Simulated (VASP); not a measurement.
Data:

```xyz
2
Lattice="0.0000 1.9696 1.9696 1.9696 0.0000 1.9696 1.9696 1.9696 0.0000" Properties=species:S:1:pos:R:3 pbc="T T T"
Li     0.0000     0.0000     0.0000
F      1.9696     1.9696     1.9696
```

All values below come from r2SCAN meta-GGA, VASP's PBE PAW potentials (set 64) (plane waves; VASP 6.6.1). Run with 520 eV cut-off, 11×11×11 Γ-centred mesh, Gaussian smearing of 0.050 eV, potentials Li_sv F.

Problem. Give the stress tensor in GPa (positive for a compressed cell).

Solution. 
```
2.66  0.00  0.00
0.00  2.66  0.00
0.00  0.00  2.66
```
The pressure is its mean diagonal, 2.66 GPa.

The compound is LiF in the rock salt structure. This cell is one point of a volume scan, at 0.97 of the reference volume.
